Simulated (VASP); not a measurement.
Here is a VASP 6.6.1 calculation.

File INCAR:

```
SYSTEM = FeCuSO
PREC = Accurate
ENCUT = 520
EDIFF = 1E-7
ISMEAR = 0
SIGMA = 0.0912
LREAL = .FALSE.
LASPH = .TRUE.
NELM = 150
ALGO = Fast
ISIF = 2
LWAVE = .FALSE.
LCHARG = .FALSE.
ISPIN = 2
MAGMOM = 0 0 0 0 3.4 -3.4 0 0
LORBIT = 11
LMAXMIX = 4
LDAU = .TRUE.
LDAUTYPE = 2
LDAUL = 2 -1 2 -1
LDAUU = 4.8 0 2.13 0
LDAUJ = 0 0 0 0
LDAUPRINT = 1
GGA = PE
NBANDS = 45
```

The input KPOINTS:

```
Automatic mesh
0
G
  5 5 2
  0 0 0
```

File POSCAR:

```
FeCuSO
1.0
    3.8810151900      0.0000000000      0.0000000000
    0.0000000000      3.8810151900      0.0000000000
    0.0000000000      0.0000000000      8.7787164200
Cu S Fe O
2 2 2 2
Direct
    0.7500000000      0.2500000000      0.5000000000
    0.2500000000      0.7500000000      0.5000000000
    0.2500000000      0.2500000000      0.3442000000
    0.7500000000      0.7500000000      0.6558000000
    0.2500000000      0.7500000000      0.0000000000
    0.7500000000      0.2500000000      0.0000000000
    0.2500000000      0.2500000000      0.9256000000
    0.7500000000      0.7500000000      0.0744000000
```

Potentials or basis: VASP PAW PBE potentials, release 64 (Cu, S, Fe, O).

Run with:

```sh
$ cat potpaw_PBE.64/Cu/POTCAR potpaw_PBE.64/S/POTCAR potpaw_PBE.64/Fe/POTCAR potpaw_PBE.64/O/POTCAR > POTCAR
$ mpirun -np 1 vasp_std > vasp.out
```

Predict the band gap on the k mesh.

none (metal or under the smearing width).

What does it give for the pressure?

-4.5 GPa.

Predict the net moment.

0.00 μB per cell.

Predict the largest force.

0.847 eV/Å.

Eigenvalues of the final occupation matrices:
| site | spin | trace | eigenvalues |
| --- | --- | --- | --- |
| site 1 d | 1 | 4.67 | 0.92 0.92 0.94 0.95 0.95 |
| site 1 d | 2 | 4.67 | 0.92 0.92 0.94 0.95 0.95 |
| site 2 d | 1 | 4.67 | 0.92 0.92 0.94 0.95 0.95 |
| site 2 d | 2 | 4.67 | 0.92 0.92 0.94 0.95 0.95 |
| site 5 d | 1 | 4.83 | 0.95 0.95 0.96 0.96 1.00 |
| site 5 d | 2 | 1.22 | 0.07 0.07 0.09 0.21 0.78 |
| site 6 d | 1 | 1.22 | 0.07 0.07 0.09 0.21 0.78 |
| site 6 d | 2 | 4.83 | 0.95 0.95 0.96 0.96 1.00 |

The state reached can hang on the start; a lower one may exist.
